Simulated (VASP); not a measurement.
Level of theory: PBEsol GGA, VASP's PBE PAW potentials (set 64) (plane waves; VASP 6.6.1).

The input files of a VASP run:

**KPOINTS**
```
Automatic
0
G
9 9 13
```

**POSCAR**
```
NbSi2
1
    4.3529589120     0.0000000000     0.0000000000
   -2.1764794559     3.7697732474    -0.0000000000
   -0.0000000000     0.0000000000     2.6437869543
Nb Si
1 2
Direct
  0.0000000000   0.0000000000   0.0000000000
  0.3333330000   0.6666670000   0.5000000000
  0.6666670000   0.3333330000   0.5000000000
```

**INCAR**
```
SYSTEM  =  NbSi2
PREC  =  Accurate; ENCUT  =  400; LREAL  =  .False.
LASPH  =  .True.
EDIFF  =  1E-7; NELM  =  100; ALGO  =  Normal
LMAXMIX  =  4
ISMEAR  =  -5
GGA  =  PS
ISIF  =  2
LWAVE  =  .False.; LCHARG  =  .True.; LORBIT  =  11
NEDOS  =  601
LEFG  =  .True.
```

POTCAR, in this order: Nb_sv Si (PBE.64 set). Program: vasp_std.

The resulting files:

### OUTCAR
```
 ion  position               nearest neighbor table
   1  0.000  0.000  0.000-   2 2.84   3 2.84   2 2.84   3 2.84   3 2.84   3 2.84   2 2.84   2 2.84
                             3 2.84   3 2.84   2 2.84   2 2.84
   2  0.333  0.667  0.500-   3 2.51   3 2.51   3 2.51   1 2.84   1 2.84   1 2.84   1 2.84   1 2.84
                             1 2.84
   3  0.667  0.333  0.500-   2 2.51   2 2.51   2 2.51   1 2.84   1 2.84   1 2.84   1 2.84   1 2.84
                             1 2.84
  LATTYP: Found a hexagonal cell.
 ALAT       =     4.3529589120
 C/A-ratio  =     0.6073539879
 Subroutine PRICEL returns:
 Original cell was already a primitive cell.
 Subroutine GETGRP returns: Found 24 space group operations
The static configuration has the point symmetry D_6h.
The dynamic configuration has the point symmetry D_6h.
 Subroutine INISYM returns: Found 24 space group operations
 Subroutine IBZKPT returns following result:
 Found     84 irreducible k-points:

 Following reciprocal coordinates:
            Coordinates               Weight
  0.000000  0.000000  0.000000      1.000000
  0.111111  0.000000  0.000000      6.000000
  0.222222  0.000000  0.000000      6.000000
  0.333333  0.000000  0.000000      6.000000
  0.444444  0.000000  0.000000      6.000000
  0.111111  0.111111  0.000000      6.000000
  0.222222  0.111111  0.000000     12.000000
  0.333333  0.111111  0.000000     12.000000
  0.444444  0.111111  0.000000      6.000000
  0.222222  0.222222  0.000000      6.000000
  0.333333  0.222222  0.000000     12.000000
  0.333333  0.333333  0.000000      2.000000
  0.000000  0.000000  0.076923      2.000000
  0.111111  0.000000  0.076923     12.000000
  0.222222  0.000000  0.076923     12.000000
  0.333333  0.000000  0.076923     12.000000
  0.444444  0.000000  0.076923     12.000000
  0.111111  0.111111  0.076923     12.000000
  0.222222  0.111111  0.076923     24.000000
  0.333333  0.111111  0.076923     24.000000
  0.444444  0.111111  0.076923     12.000000
  0.222222  0.222222  0.076923     12.000000
  0.333333  0.222222  0.076923     24.000000
  0.333333  0.333333  0.076923      4.000000
  0.000000  0.000000  0.153846      2.000000
  0.111111  0.000000  0.153846     12.000000
  0.222222  0.000000  0.153846     12.000000
  0.333333  0.000000  0.153846     12.000000
  0.444444  0.000000  0.153846     12.000000
  0.111111  0.111111  0.153846     12.000000
  0.222222  0.111111  0.153846     24.000000
  0.333333  0.111111  0.153846     24.000000
  0.444444  0.111111  0.153846     12.000000
  0.222222  0.222222  0.153846     12.000000
  0.333333  0.222222  0.153846     24.000000
  0.333333  0.333333  0.153846      4.000000
  0.000000  0.000000  0.230769      2.000000
  0.111111  0.000000  0.230769     12.000000
  0.222222  0.000000  0.230769     12.000000
  0.333333  0.000000  0.230769     12.000000
   k-points           NKPTS =     84   k-points in BZ     NKDIM =     84   number of bands    NBANDS=     14
   number of dos      NEDOS =    601   number of ions     NIONS =      3
   total plane-waves  NPLWV =  14112
   dimension x,y,z NGX =    28 NGY =   28 NGZ =   18
   dimension x,y,z NGXF=    56 NGYF=   56 NGZF=   36
   ions per type =               1   2
   PREC   = accura    normal or accurate (medium, high low for compatibility)
   ISTART =      0    job   : 0-new  1-cont  2-samecut
   ICHARG =      2    charge: 1-file 2-atom 10-const
   ISPIN  =      1    spin polarized calculation?
   LNONCOLLINEAR =      F non collinear calculations
   LSORBIT =      F    spin-orbit coupling
   INIWAV =      1    electr: 0-lowe 1-rand  2-diag
   ENCUT  =  400.0 eV  29.40 Ry    5.42 a.u.   7.10  7.10  4.31*2*pi/ulx,y,z
...
```

File OSZICAR:
```
       N       E                     dE             d eps       ncg     rms          rms(c)
DAV:   1     0.114376368099E+03    0.11438E+03   -0.91233E+03  2360   0.115E+03
DAV:   2    -0.174841010615E+02   -0.13186E+03   -0.12988E+03  3054   0.368E+02
DAV:   3    -0.236231999902E+02   -0.61391E+01   -0.60395E+01  4040   0.605E+01
DAV:   4    -0.238236228627E+02   -0.20042E+00   -0.19958E+00  3184   0.109E+01
DAV:   5    -0.238329874681E+02   -0.93646E-02   -0.94582E-02  4066   0.204E+00    0.987E+00
DAV:   6    -0.231012037194E+02    0.73178E+00   -0.56205E+00  4008   0.171E+01    0.396E+00
DAV:   7    -0.230031711444E+02    0.98033E-01   -0.52932E-01  3056   0.485E+00    0.243E+00
DAV:   8    -0.229800144023E+02    0.23157E-01   -0.79367E-02  3306   0.250E+00    0.371E-01
DAV:   9    -0.229800486309E+02   -0.34229E-04   -0.11278E-02  4058   0.799E-01    0.229E-01
DAV:  10    -0.229799450221E+02    0.10361E-03   -0.10154E-03  3366   0.324E-01    0.890E-02
DAV:  11    -0.229798896328E+02    0.55389E-04   -0.20659E-04  3496   0.105E-01    0.337E-02
DAV:  12    -0.229798900398E+02   -0.40704E-06   -0.11791E-05  3464   0.379E-02    0.475E-03
DAV:  13    -0.229798907236E+02   -0.68376E-06   -0.47616E-07  3122   0.770E-03    0.145E-03
DAV:  14    -0.229798915663E+02   -0.84268E-06   -0.19440E-07  2266   0.424E-03    0.115E-03
DAV:  15    -0.229798913865E+02    0.17980E-06   -0.31125E-08  1752   0.239E-03    0.479E-04
DAV:  16    -0.229798911976E+02    0.18884E-06   -0.14932E-08  1758   0.126E-03    0.859E-05
DAV:  17    -0.229798911606E+02    0.36970E-07   -0.54238E-09  1608   0.887E-04
   1 F= -.22979891E+02 E0= -.22979891E+02  d E =0.000000E+00
```

**OUTCAR**
```
------------------------ aborting loop because EDIFF is reached ----------------------------------------
  FORCE on cell =-STRESS in cart. coord.  units (eV):
  Direction    XX          YY          ZZ          XY          YZ          ZX
  --------------------------------------------------------------------------------------
  Total        0.1284882      0.1284882     -0.4938346      0.0000000     -0.0000000      0.0000000
  in kB        4.7451228      4.7451234    -18.2375214      0.0000000     -0.0000000      0.0000000
  external PRESSURE =      -2.9157584 kB  Pullay stress =       0.0000000 kB
  volume of cell :       43.38
      direct lattice vectors                 reciprocal lattice vectors
     4.352958912  0.000000000  0.000000000     0.229728794  0.132633972  0.000000000
    -2.176479456  3.769773247  0.000000000     0.000000000  0.265267944  0.000000000
     0.000000000  0.000000000  2.643786954     0.000000000  0.000000000  0.378245304
 POSITION                                       TOTAL-FORCE (eV/Angst)
 -----------------------------------------------------------------------------------
      0.00000      0.00000      0.00000         0.000000      0.000000      0.000000
     -0.00000      2.51318      1.32189        -0.000000      0.000000      0.000000
      2.17648      1.25659      1.32189         0.000000      0.000000     -0.000000
 -----------------------------------------------------------------------------------
    total drift:                               -0.000000      0.000000     -0.000000
  FREE ENERGIE OF THE ION-ELECTRON SYSTEM (eV)
  ---------------------------------------------------
  free  energy   TOTEN  =       -22.9798911606 eV

  energy  without entropy=      -22.9798911606  energy(sigma->0) =      -22.97989116

 total charge

# of ion       s       p       d       tot
------------------------------------------
    1        2.175   6.006   2.624  10.805
    2        0.762   0.843   0.000   1.605
    3        0.762   0.843   0.000   1.605
--------------------------------------------------
tot          3.699   7.692   2.624  14.016

 Electric field gradients after diagonalization (V/A^2)
 (convention: |V_zz| > |V_xx| > |V_yy|)
----------------------------------------------------------------------
 ion       V_xx      V_yy      V_zz     asymmetry (V_yy - V_xx)/ V_zz
----------------------------------------------------------------------
   1       6.991     6.989   -13.979       0.000
   2     -11.298   -11.298    22.596       0.000
   3     -11.298   -11.298    22.596       0.000
```
(Selected blocks of OUTCAR.)

For a metal the tetrahedron method with Blöchl corrections gives inexact stress and forces.

The structure was generated: NbSi2 was put into the AlB2 type (P6/mmm), which need not be its known phase. It was relaxed first, which changed the volume by -39 %. The electron count is odd and the run is not spin-polarised, which forces a metal.
